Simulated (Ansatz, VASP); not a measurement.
# MoRu4: VASP beside Ansatz

```xyz
10
Lattice="2.7377 0.0000 0.0000 -1.3688 2.3709 0.0000 0.0000 0.0000 22.0230" Properties=species:S:1:pos:R:3 pbc="T T T"
Mo    1.3688    0.7903   17.6184
Mo    1.3688    0.7903    4.4046
Ru    0.0000    1.5806   15.4161
Ru    0.0000    1.5806   19.8207
Ru    0.0000    1.5806    2.2023
Ru    0.0000    1.5806    6.6069
Ru    0.0000    1.5806   11.0115
Ru    1.3688    0.7903    0.0000
Ru    1.3688    0.7903    8.8092
Ru    1.3688    0.7903   13.2138
```

Alike in both runs: task single point; functional PBE; k mesh 6 × 6 × 1; occupations gaussian, width 0.1 eV; no spin polarisation.

```csv
,VASP,Ansatz
version,VASP 6.6.1,Ansatz 0.2.0
potentials or method,"VASP PAW PBE potentials, release 64 (Mo_sv, Ru_pv)","scalar-relativistic, plane waves, PAW"
plane-wave cutoff (eV),520,420
valence electrons in the cell,140,156
```

VASP gave:

* gap on the k mesh at the Fermi level (eV): none
* pressure (GPa): -2.0
* largest component of the traceless stress (GPa): 2.73
* rms of the force components (eV/Å): 0.214

Question: Which values does Ansatz return?

Answer: gap on the k mesh at the Fermi level (eV): none; pressure (GPa): -2.1; largest component of the traceless stress (GPa): 2.74; rms of the force components (eV/Å): 0.208.

Atom by atom the forces differ by 0.006 eV/Å (rms over components). A gap of «none» marks a metal or a gap that the smearing closes. The two sets of potentials don't hold the same shells in valence.

Caveats: the k mesh is coarse (spacing up to 0.44 Å⁻¹), so the values aren't converged.
